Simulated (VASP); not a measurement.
These are RPBE GGA, VASP's PBE PAW potentials (set 64) (plane waves; VASP) values and carry that method's errors.

VASP ran on this input.

INCAR:
```
ALGO  =  Normal
EDIFF  =  1E-7
ENCUT  =  520
GGA  =  RP
ISIF  =  2
ISMEAR  =  -5
ISPIN  =  2
LASPH  =  .TRUE.
LCHARG  =  .TRUE.
LMAXMIX  =  4
LORBIT  =  11
LREAL  =  .FALSE.
LWAVE  =  .FALSE.
MAGMOM  =  1.7 1.7
NEDOS  =  601
NELM  =  100
PREC  =  Accurate
SYSTEM  =  Co
```

File POSCAR:
```
Co
1
    1.2575650820    -2.1781668537    -0.0000000000
    1.2575650820     2.1781668537    -0.0000000000
    0.0000000000     0.0000000000     4.0707026799
Co
2
Direct
  0.3333330000   0.6666670000   0.2500000000
  0.6666670000   0.3333330000   0.7500000000
```

File KPOINTS:
```
Automatic
0
gamma
 19 19 10
0 0 0
```

POTCAR, in this order: Co (PBE.64 set). Program: vasp_std.

Output

File OSZICAR:
```
       N       E                     dE             d eps       ncg     rms          rms(c)
DAV:   1     0.822118110525E+02    0.82212E+02   -0.83457E+03 14568   0.158E+03
DAV:   2    -0.127560723832E+02   -0.94968E+02   -0.87905E+02 14449   0.256E+02
DAV:   3    -0.149275076439E+02   -0.21714E+01   -0.21155E+01 17095   0.553E+01
DAV:   4    -0.149598062559E+02   -0.32299E-01   -0.32267E-01 20616   0.514E+00
DAV:   5    -0.149600964931E+02   -0.29024E-03   -0.28977E-03 17715   0.456E-01    0.142E+01
DAV:   6    -0.134591758485E+02    0.15009E+01   -0.13285E+01 15282   0.734E+01    0.708E+00
DAV:   7    -0.130594330566E+02    0.39974E+00   -0.18241E+00 15940   0.266E+01    0.377E+00
DAV:   8    -0.130435946998E+02    0.15838E-01   -0.21179E-02 19574   0.174E+00    0.181E+00
DAV:   9    -0.130297626112E+02    0.13832E-01   -0.64776E-03 21029   0.142E+00    0.513E-01
DAV:  10    -0.130298094008E+02   -0.46790E-04   -0.20061E-03 19813   0.634E-01    0.590E-02
DAV:  11    -0.130297696092E+02    0.39792E-04   -0.54453E-05 16521   0.942E-02    0.316E-02
DAV:  12    -0.130297739575E+02   -0.43483E-05   -0.49620E-06 18842   0.354E-02    0.147E-02
DAV:  13    -0.130297688632E+02    0.50944E-05   -0.21353E-06 19993   0.218E-02    0.844E-03
DAV:  14    -0.130297703614E+02   -0.14983E-05   -0.41144E-07 16031   0.656E-03    0.176E-03
DAV:  15    -0.130297712892E+02   -0.92779E-06   -0.22038E-08  8187   0.258E-03    0.120E-03
DAV:  16    -0.130297710540E+02    0.23525E-06   -0.59571E-09  7886   0.133E-03    0.445E-04
DAV:  17    -0.130297709259E+02    0.12811E-06   -0.14764E-09  7795   0.454E-04    0.585E-05
DAV:  18    -0.130297709180E+02    0.78192E-08   -0.49378E-10  7718   0.275E-04
   1 F= -.13029771E+02 E0= -.13029771E+02  d E =0.000000E+00  mag=     3.2422
```

File OUTCAR:
```
------------------------ aborting loop because EDIFF is reached ----------------------------------------
  FORCE on cell =-STRESS in cart. coord.  units (eV):
  Direction    XX          YY          ZZ          XY          YZ          ZX
  --------------------------------------------------------------------------------------
  Total       -0.0333671     -0.0333671     -0.1032441      0.0000000      0.0000000     -0.0000000
  in kB       -2.3972180     -2.3972186     -7.4174529      0.0000000      0.0000000     -0.0000000
  external PRESSURE =      -4.0706298 kB  Pullay stress =       0.0000000 kB
  volume of cell :       22.30
      direct lattice vectors                 reciprocal lattice vectors
     1.257565082 -2.178166854  0.000000000     0.397593737 -0.229550826  0.000000000
     1.257565082  2.178166854  0.000000000     0.397593737  0.229550826  0.000000000
     0.000000000  0.000000000  4.070702680     0.000000000  0.000000000  0.245657833
 POSITION                                       TOTAL-FORCE (eV/Angst)
 -----------------------------------------------------------------------------------
      1.25757      0.72606      1.01768        -0.000000     -0.000000      0.000000
      1.25757     -0.72606      3.05303         0.000000      0.000000      0.000000
 -----------------------------------------------------------------------------------
    total drift:                               -0.000023      0.000003     -0.000028
  FREE ENERGIE OF THE ION-ELECTRON SYSTEM (eV)
  ---------------------------------------------------
  free  energy   TOTEN  =       -13.0297709180 eV

  energy  without entropy=      -13.0297709180  energy(sigma->0) =      -13.02977092

 total charge

# of ion       s       p       d       tot
------------------------------------------
    1        0.479   0.499   7.244   8.222
    2        0.479   0.499   7.244   8.222
--------------------------------------------------
tot          0.958   0.998  14.488  16.444

 magnetization (x)

# of ion       s       p       d       tot
------------------------------------------
    1       -0.016  -0.061   1.729   1.652
    2       -0.016  -0.061   1.729   1.652
--------------------------------------------------
tot         -0.033  -0.121   3.458   3.304
```
(Selected blocks of OUTCAR.)

For a metal the tetrahedron method with Blöchl corrections gives inexact stress and forces.

The compound is Co in the hcp structure. It was relaxed first.
